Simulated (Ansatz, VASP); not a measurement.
# Cross-check of TiO2 (Rutile) between VASP and Ansatz

One calculation is typed for both programs; each brings its own data sets. How far apart do they land? The cell is taken from a series of runs on this material, whose earlier steps may have relaxed, scaled, displaced or heated it; both programs get it as it stands.

Method: plane waves, with VASP 6.6.1 beside it; single point at LDA, in Ansatz 0.2.0.

## (1) Starting point

It takes space group P4_2/mnm (No. 136, tetragonal). Conventional cell: a = 4.592 Å, b = 4.592 Å, c = 2.957 Å, α = 90.00°, β = 90.00°, γ = 90.00°. Ti has 6 O at 1.95 to 1.98 Å nearest. Nearest to O lie 3 Ti at 1.95 to 1.98 Å. Farther neighbours and most contacts between anions are not listed.

Structure file:

```
Ti O
1.0
     2.29610    2.29610    3.24718
    -2.29610   -2.29610    3.24718
     2.09120   -2.09120    0.00000
Ti O
2 4
Direct
  0.00000 0.00000 0.00000
  0.50000 0.50000 0.50000
  0.30496 0.30496 0.00000
  0.19504 0.80496 0.50000
  0.69504 0.69504 0.00000
  0.80496 0.19504 0.50000
```

## (2) VASP: single point, LDA

A single point gives forces, pressure and levels at one fixed geometry, so differences don't come from the geometry; what else differs is listed under the comparison.

Lines of VASP's logs that name or quote its potential files are left out, and so is its time.

INCAR reads:

```
SYSTEM = TiO2
PREC = Accurate
ENCUT = 520
EDIFF = 1E-06
NELM = 120
ISMEAR = 0
SIGMA = 0.08
LREAL = .FALSE.
ALGO = Normal
GGA = PW92
NBANDS = 30
LASPH = .TRUE.
LORBIT = 11
LWAVE = .FALSE.
LCHARG = .FALSE.
ISIF = 2
GGA_COMPAT = .FALSE.
EFERMI = MIDGAP
KPAR = 2
```

POSCAR reads:

```
TiO2
1.0
    2.2961000000      2.2961000000      3.2471757600
   -2.2961000000     -2.2961000000      3.2471757600
    2.0911975900     -2.0911975900      0.0000000000
Ti O
2 4
Direct
    0.0000000000      0.0000000000      0.0000000000
    0.5000000000      0.5000000000      0.5000000000
    0.3049600000      0.3049600000      0.0000000000
    0.1950400000      0.8049600000      0.5000000000
    0.6950400000      0.6950400000      0.0000000000
    0.8049600000      0.1950400000      0.5000000000
```

KPOINTS reads:

```
Automatic mesh
0
Gamma
8 8 12
0 0 0
```

The projector-augmented-wave data sets are Ti_sv and O (LDA family, release 64).

Command:

```console
$ mpirun -np 2 vasp_std
```

Numbers of over 12 decimals in the logs are rounded to 6 here.

Output:

```text
[banner, memory and clock lines left out]
running    2 mpi-ranks, on    1 nodes
 distrk:  each k-point on    1 cores,    2 groups
 distr:  one band on    1 cores,    1 groups

 POSCAR found type information on POSCAR TiO
 POSCAR found :  2 types and       6 ions
|                                                                             |
|               ----> ADVICE to this user running VASP <----                  |
|                                                                             |
|     You enforced a specific xc type in the INCAR file but a different       |
|     [... a line on the potential file left out ...]
|     I HOPE YOU KNOW WHAT YOU ARE DOING!                                     |
|                                                                             |

 LDA part: xc-table for (Slater(with rela. corr.)+PW92), standard interpolation
 POSCAR, INCAR and KPOINTS ok, starting setup
 FFT: planning ... GRIDC
 FFT: planning ... GRID_SOFT
 FFT: planning ... GRID
 WAVECAR not read
 entering main loop
       N       E                     dE             d eps       ncg     rms          rms(c)
DAV:   1     0.654623793878E+03    0.65462E+03   -0.24668E+04  6300   0.187E+03
DAV:   2     0.308997943140E+02   -0.62372E+03   -0.59169E+03  6886   0.553E+02
DAV:   3    -0.710837149871E+02   -0.10198E+03   -0.99997E+02  9406   0.202E+02
DAV:   4    -0.756566271434E+02   -0.45729E+01   -0.45677E+01  8574   0.429E+01
DAV:   5    -0.758388679621E+02   -0.18224E+00   -0.18221E+00  8558   0.714E+00    0.309E+01
DAV:   6    -0.595841668390E+02    0.16255E+02   -0.10210E+02  7720   0.965E+01    0.120E+01
DAV:   7    -0.590904338623E+02    0.49373E+00   -0.16287E+01  7580   0.339E+01    0.822E+00
DAV:   8    -0.588718010787E+02    0.21863E+00   -0.33392E+00  7504   0.181E+01    0.367E+00
DAV:   9    -0.587528319560E+02    0.11897E+00   -0.82820E-01  7498   0.834E+00    0.108E+00
DAV:  10    -0.587605426805E+02   -0.77107E-02   -0.83535E-02  7982   0.238E+00    0.416E-01
DAV:  11    -0.587574728682E+02    0.30698E-02   -0.14176E-02  7610   0.788E-01    0.564E-02
DAV:  12    -0.587575877647E+02   -0.11490E-03   -0.11670E-03  7150   0.382E-01    0.116E-01
DAV:  13    -0.587574538154E+02    0.13395E-03   -0.48548E-04  7834   0.235E-01    0.180E-02
DAV:  14    -0.587574544671E+02   -0.65171E-06   -0.35895E-05  7938   0.500E-02    0.991E-03
DAV:  15    -0.587574544952E+02   -0.28034E-07   -0.57034E-06  6536   0.258E-02
   1 F= -.58757454E+02 E0= -.58757454E+02  d E =-.126807E-57
```

OUTCAR, selected parts (step 2):

```text
ion  position               nearest neighbor table
   1  0.000  0.000  0.000-   4 1.95   6 1.95   4 1.95   6 1.95   5 1.98   3 1.98
   2  0.500  0.500  0.500-   3 1.95   5 1.95   3 1.95   5 1.95   4 1.98   6 1.98
   3  0.305  0.305  0.000-   2 1.95   2 1.95   1 1.98
   4  0.195  0.805  0.500-   1 1.95   1 1.95   2 1.98
   5  0.695  0.695  0.000-   2 1.95   2 1.95   1 1.98
   6  0.805  0.195  0.500-   1 1.95   1 1.95   2 1.98

  LATTYP: Found a simple tetragonal cell.
 ALAT       =     4.5921999996
 C/A-ratio  =     0.6440050507

 Subroutine GETGRP returns: Found 16 space group operations
 (whereof  8 operations were pure point group operations)

The static configuration has the point symmetry D_2h.
 The point group associated with its full space group is D_4h.

 Found    105 irreducible k-points:

   k-points           NKPTS =    105   k-points in BZ     NKDIM =    105   number of bands    NBANDS=     30

   dimension x,y,z NGX =    36 NGY =   36 NGZ =   24
   dimension x,y,z NGXF=    72 NGYF=   72 NGZF=   48

   ENCUT  =  520.0 eV  38.22 Ry    6.18 a.u.   8.54  8.54  5.50*2*pi/ulx,y,z

   NELECT =      48.0000    total number of electrons

 k-points in reciprocal lattice and weights: Automatic mesh
   0.00000000  0.00000000  0.00000000       0.001
   0.12500000 -0.00000000  0.00000000       0.005
   0.25000000 -0.00000000  0.00000000       0.005
   0.37500000  0.00000000  0.00000000       0.005
   0.50000000 -0.00000000  0.00000000       0.003
   0.12500000  0.12500000  0.00000000       0.005
   0.25000000  0.12500000  0.00000000       0.010
   0.37500000  0.12500000  0.00000000       0.010
   0.50000000  0.12500000  0.00000000       0.005
[...]
0.50000000  0.37500000  0.50000000       0.005
   0.50000000  0.50000000  0.50000000       0.001

 average (electrostatic) potential at core
       1 -76.3527       2 -76.3527       3 -70.4765       4 -70.4765       5 -70.4765
       6 -70.4765

 E-fermi :   5.4528

 k-point     1 :       0.0000    0.0000    0.0000
  band No.  band energies     occupation
    ...
     20       2.5619      2.00000
     21       3.8578      2.00000
     22       4.1094      2.00000
     23       4.1094      2.00000
     24       4.5610      2.00000
     25       6.3446      0.00000
     26       6.6383      0.00000
     27       6.8943      0.00000
     28       6.9838      0.00000
     29       6.9838      0.00000
    ...

 k-point     2 :       0.1250   -0.0000    0.0000
  band No.  band energies     occupation
    ...
     20       2.5678      2.00000
     21       3.7508      2.00000
     22       3.8106      2.00000
     23       3.9683      2.00000
     24       4.5073      2.00000
     25       6.4373      0.00000
     26       6.7605      0.00000
     27       7.0159      0.00000
     28       7.0486      0.00000
     29       7.0777      0.00000
    ...

 k-point     3 :       0.2500   -0.0000    0.0000
  band No.  band energies     occupation
    ...
     20       2.6028      2.00000
     21       3.1039      2.00000
     22       3.4877      2.00000
     23       3.7319      2.00000
     24       4.3251      2.00000
     25       6.6484      0.00000
     26       6.9679      0.00000
     27       7.2149      0.00000
     28       7.2882      0.00000
     29       7.3102      0.00000
    ...

  Total       -2.8942141     -2.8942141     -2.3568982      0.5373159      0.0000000     -0.0000000
  in kB      -74.3514733    -74.3514733    -60.5479917     13.8034816      0.0000000     -0.0000000
  external PRESSURE =     -69.7503127 kB  Pullay stress =       0.0000000 kB

  energy-cutoff  :      520.00
  volume of cell :       62.37
      direct lattice vectors                 reciprocal lattice vectors
     2.296100000  2.296100000  3.247175760     0.108880275  0.108880275  0.153979962
    -2.296100000 -2.296100000  3.247175760    -0.108880275 -0.108880275  0.153979962
     2.091197590 -2.091197590  0.000000000     0.239097445 -0.239097445  0.000000000

 POSITION                                       TOTAL-FORCE (eV/Angst)
 -----------------------------------------------------------------------------------
      0.00000      0.00000      0.00000        -0.000000     -0.000000      0.000000
      1.04560     -1.04560      3.24718        -0.000000     -0.000000     -0.000000
      0.00000      0.00000      1.98052         0.000000     -0.000000      0.002169
     -0.35484     -2.44604      3.24718        -0.001534     -0.001534      0.000000
      0.00000      0.00000      4.51383         0.000000     -0.000000     -0.002169
      2.44604      0.35484      3.24718         0.001534      0.001534      0.000000
 -----------------------------------------------------------------------------------
    total drift:                               -0.000000     -0.000000      0.000000

  FREE ENERGIE OF THE ION-ELECTRON SYSTEM (eV)
  ---------------------------------------------------
  free  energy   TOTEN  =       -58.7574544952 eV

  energy  without entropy=      -58.7574544952  energy(sigma->0) =      -58.75745450

 total charge
# of ion       s       p       d       tot
------------------------------------------
    1        2.226   6.308   1.744  10.277
    2        2.226   6.308   1.744  10.277
    3        1.561   3.478   0.000   5.040
    4        1.561   3.478   0.000   5.040
    5        1.561   3.478   0.000   5.040
    6        1.561   3.478   0.000   5.040
--------------------------------------------------
tot         10.696  26.529   3.488  40.713

[... 3 further parts left out ...]
```

This run has no spin polarisation, so a moment on Ti, if there is one, isn't seen.

## (3) Ansatz: single point, LDA

Ansatz runs on its default PAW (the set named soft_2) files.

The same cell, functional (in two slightly different forms), mesh and smearing now go to Ansatz, which takes its cutoff from its data sets.

input.yaml reads:

```yaml
crystal:
  lattice:
    - [2.2961, 2.2961, 3.24717576]
    - [-2.2961, -2.2961, 3.24717576]
    - [2.09119759, -2.09119759, 0.0]
  atoms:
    - { symbol: Ti, position: [0.0, 0.0, 0.0] }
    - { symbol: Ti, position: [0.5, 0.5, 0.5] }
    - { symbol: O, position: [0.30496, 0.30496, 0.0] }
    - { symbol: O, position: [0.19504, 0.80496, 0.5] }
    - { symbol: O, position: [0.69504, 0.69504, 0.0] }
    - { symbol: O, position: [0.80496, 0.19504, 0.5] }
kpoints:
  mp_grid: { grid: [8, 8, 12] }
  band_path:
    path:
      - [[0.0, 0.0, 0.0], [0.0, 0.5, 0.0], [0.5, 0.5, 0.0], [0.0, 0.0, 0.0], [0.0, 0.0, 0.5], [0.0, 0.5, 0.5], [0.5, 0.5, 0.5], [0.0, 0.0, 0.5]]
      - [[0.0, 0.5, 0.0], [0.0, 0.5, 0.5]]
      - [[0.5, 0.5, 0.0], [0.5, 0.5, 0.5]]
    npoints: 10
hamiltonian:
  xc: lda
scf:
  occupations: { method: gaussian, width: 0.08 }
  n_extra_bands: 24
  max_iter: 150
  lower_state_search: "off"
output:
  eigenvalues: true
  fatbands: true
  write_density: true
  write_potential: true
  elf: true
  volumetric_format: npy
```

Command:

```console
$ ansatz run input.yaml --threads 8 --pin off --max-ram 14745MiB --backend cpu --events-out ev --progress --plain --runs-dir out
```

Output:

```text
scf.n_extra_bands = 24 over 24 filled bands (N_el = 48.0): the run solves 48 bands
Engine: ansatz 0.2.0, aarch64-unknown-linux-gnu
Pseudopotentials: kind: paw
Pseudopotential: Ti, paw, valence charge 12, recommended cutoff 420 eV (normal), Ti.paw.azcp
Pseudopotential: O, paw, valence charge 6, recommended cutoff 420 eV (normal), O.paw.azcp
Functional definition: SPW92
  exchange = slater_x
  correlation = pw_c
Crystal: 6 atoms, lattice volume = 62.367 Å³
Basis set: ecut = 420 eV, 1217 PW (Γ)
Bands: 48, of which v1, the nominal top of the filled ones, is band 24 counted from 1 (23 counted from 0)
Symmetry: 16 space group operations
Space group: P42/mnm (ITA 136), of the structure as read, at distance tolerance 4.0e-5 Å
k-points: 105 of 768
Non-local potential: Ti, projectors of the file, l = 0: 3, l = 1: 2, l = 2: 3, l = 3: 1
Non-local potential: O, projectors of the file, l = 0: 2, l = 1: 2, l = 2: 1
PAW form: soft (Blöchl's): semilocal exchange-correlation on the pseudo side does not see the compensation charge
PAW frozen core: Ti, regenerated for the run's functional, and the local potential with it (the file was generated under x = pbe(κ = 0.804, μ = 0.219515), c = pbe(β = 0.066725))
PAW frozen core: O, regenerated for the run's functional, and the local potential with it (the file was generated under x = pbe(κ = 0.804, μ = 0.219515), c = pbe(β = 0.066725))
PAW one-centre angular grid: Ti, 590 points (default); XC on 64 Gauss nodes
PAW one-centre angular grid: O, 110 points (default); XC on 64 Gauss nodes
Initial density: superposition of atomic densities (neutral atoms: chi_scale 0, normalization atom), corrected by the library's trained network
Initial wavefunctions: pseudopotential atomic-orbital guess
Functional: x = slater, c = lda
SCF iter   1: F=—  HF=-7130.408860 eV  |F-HF|=—  |Δ(HF+E_count)|=         —  Δρ=2.34e-2  dr2=3.24e-1  ethr=1.77e-3  ⟨swp⟩=5.2  Hψ=21339  notcnv=0  defer=601
preconditioner: auto → Resta (q_TF=auto, 2.612 Å⁻¹)  ε∞=3.2  [insulator: Δε(μ)=1.559 eV  Ē_g=17.910 eV  σ=0.080 eV  W_gap=1.00  n_scr=18 (ndim 8)  ℏωp=26.6 eV  f_vac=0.017  D(μ)=0.00/eV (n_scr^D=0)  ε∞_Penn≈3.2]
SCF iter   2: F=—  HF=-7130.374449 eV  |F-HF|=—  |Δ(HF+E_count)|=   3.44e-2  Δρ=1.71e-2  dr2=1.58e-1  ethr=6.75e-4  ⟨swp⟩=2.7  Hψ=7851  notcnv=0  defer=1864
SCF iter   3: F=—  HF=-7130.345176 eV  |F-HF|=—  |Δ(HF+E_count)|=   2.93e-2  Δρ=3.74e-3  dr2=6.00e-3  ethr=3.29e-4  ⟨swp⟩=2.0  Hψ=5053  notcnv=0  defer=1864
SCF iter   4: F=—  HF=-7130.343693 eV  |F-HF|=—  |Δ(HF+E_count)|=   1.48e-3  Δρ=8.33e-4  dr2=3.47e-4  ethr=1.25e-5  ⟨swp⟩=2.0  Hψ=6240  notcnv=0  defer=1864
SCF iter   5: F=—  HF=-7130.343647 eV  |F-HF|=—  |Δ(HF+E_count)|=   4.56e-5  Δρ=3.71e-4  dr2=8.86e-5  ethr=7.23e-7  ⟨swp⟩=3.0  Hψ=6547  notcnv=0  defer=1864
SCF iter   6: F=—  HF=-7130.343628 eV  |F-HF|=—  |Δ(HF+E_count)|=   1.92e-5  Δρ=5.64e-5  dr2=1.80e-6  ethr=1.85e-7  ⟨swp⟩=2.3  Hψ=4421  notcnv=0  defer=1864
SCF iter   7: F=-7130.343628 eV  HF=-7130.343628 eV  |F-HF|=4.43e-10  |Δ(HF+E_count)|=   1.56e-7  Δρ=4.33e-6  dr2=1.42e-8  ethr=2.08e-10  ⟨swp⟩=8.0  Hψ=25631  notcnv=0
SCF 1 converged in 7 iterations: F = -7130.343628 eV  dr2 = 1.42e-8
  greatest PAW one-centre occupation: 0.999 electrons in one spin orbital (limit 2), on the Ti atom at site 1 (counted from 0), in its partial waves of l = 0
NSCF: frozen V_eff on 93 k-points
SCF converged after 7 iterations
Free energy (F): -7130.343628 eV
Harris-Foulkes:  -7130.343628 eV  (|F-HF|=4.43e-10)
Internal energy: -7130.343628 eV  (E = F + TS)
E sigma→0 (E₀):  -7130.343628 eV
Fermi energy:    9.681983 eV
--- Per-component energies (eV) ---
  E_band       = -400.650430
  E_kinetic    = 1240.096798
  E_local      = -3088.128597  (includes V_loc(G=0)·N_el)
  E_nonlocal   = 211.620757
  E_hartree    = 1167.549251
  E_xc         = -484.972032
  E_vxc        = -618.359012  (∫ρ·V_xc dr)
  E_paw        = -2580.464764  (= ΣΔE_a)
  E_vpaw       = -480.993373  (= ΣTr[D̂ρ^β])
  E_aug_tail   = 0.010199  (compensation charges beyond the density's cutoff)
  E_ewald      = -3597.094827
  E_core_change = 1.039587  (= ΣΔE_core)
  E_smearing   = -0.000000  (= −TS)
  E_closure    = -0.000000  (closes the sum)
  Σ components = -7130.343628   (vs F -7130.343628, Δ=0.00e0)
--- Band table (eV; the first three rows and the last of 105) ---
  k-point 0: bands = [... 20 lower, 8.0783, 8.3295, 8.3295, 8.7758, 10.5882, 10.8770, 11.1347, 11.2255, ... 20 higher]
  k-point 1: bands = [... 20 lower, 7.7640, 8.1817, 8.1817, 8.7448, 10.7811, 10.9535, 11.0824, 11.3232, ... 20 higher]
  k-point 2: bands = [... 20 lower, 7.0629, 7.7945, 7.7945, 8.6135, 10.9784, 11.1136, 11.1726, 11.5714, ... 20 higher]
  k-point 104: bands = [... 20 lower, 7.4748, 7.4748, 8.1009, 8.1009, 11.3184, 11.3184, 11.9452, 11.9452, ... 20 higher]
```

## (4) Comparison

Known differences besides the potentials themselves: the cutoff is 420 eV in Ansatz and 520 eV in VASP; VASP's log shows a relativistic correction to its local exchange, Ansatz's none. Total energies have different zeros and are not compared.

Both answers:

```csv
quantity,Ansatz,VASP,difference
gap on the k mesh (eV),1.812,1.784,+0.029
```

A gap on the mesh is an upper bound, since the band edges may lie between its points.

## (5) Summary of results

```json
{
  "difference in gap on the k mesh (single point, LDA)": "0.029 eV"
}
```

**Reading.** The difference in gap on the k mesh is 0.029 eV (single point, LDA), within the 0.08 eV picked in this series as the mark of a large difference. How closely two codes agree says nothing of how well the functional describes the real material.

[Lines on the potential files, build, host, timing and source positions are cut from VASP's logs without a mark.]

[Logs are printed without paths, hosts, clocks, repeated set-up lines and the standing remarks that a program may print on its own settings, such as how far it seeks lower states.]

[Hosts, paths, dates, database ids (printed as entryN), source tags and the programs' standing remarks are cut or masked in the printed files.]
